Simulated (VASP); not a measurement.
An input for Ansatz (written as the equivalent of a VASP run, and not itself run):

Ansatz 0.2 input:
```yaml
crystal:
  lattice:
    - [0.0000000, 2.4139160, 2.4139160]
    - [2.4139160, 0.0000000, 2.4139160]
    - [2.4139160, 2.4139160, 0.0000000]
  atoms:
    - { symbol: Be, position: [0.0000000, 0.0000000, 0.0000000] }
    - { symbol: S, position: [0.2500000, 0.2500000, 0.2500000] }
kpoints:
  mp_grid: { grid: [11, 11, 11] }
hamiltonian:
  xc: pbe
  dispersion: d4
  pseudopotentials: { kind: paw }
scf:
  occupations: { method: tetrahedron }
  max_iter: 100
output: { forces: true, stress: true, eigenvalues: true }
```

Task: Write the VASP files for the same calculation (PBE-D4).

Result: Several could match; the one computed here: 
**KPOINTS**
```
Automatic mesh
0
Gamma
11 11 11
0 0 0
```

**POSCAR**
```
BeS
3.4137930
  0.0000000000   0.7071067299   0.7071067299
  0.7071067299   0.0000000000   0.7071067299
  0.7071067299   0.7071067299   0.0000000000
Be S
1 1
direct
  0.0000000000   0.0000000000   0.0000000000
  0.2500000000   0.2500000000   0.2500000000
```

INCAR:
```
! general
SYSTEM  =  BeS
PREC    =  Accurate
ENCUT   =  520
LREAL   =  .FALSE.
LASPH   =  .TRUE.   ! aspherical one-centre terms

! electronic loop
EDIFF   =  1E-7   ! SCF stop (eV)
NELM    =  100
ALGO    =  Normal

! smearing
ISMEAR  =  -5

! functional
GGA     =  PE   ! PBE
IVDW    =  13   ! D4

! ions
ISIF    =  2

! output
LWAVE   =  .FALSE.
LCHARG  =  .TRUE.
LORBIT  =  11   ! lm-projected
NEDOS   =  601   ! DOS grid
```

POTCAR, in this order: Be S (PBE.64 set). Program: vasp_std.

The two are equivalent in intent, not identical: each code has its own PAW files, so the cut-off isn't converted (ENCUT is set for VASP's; basis.ecutwfc is left out, and Ansatz then takes the one that its files recommend); Ansatz stops its SCF on the density residual and VASP on the energy change (EDIFF).

The compound is BeS in the zinc blende structure. It was relaxed first.
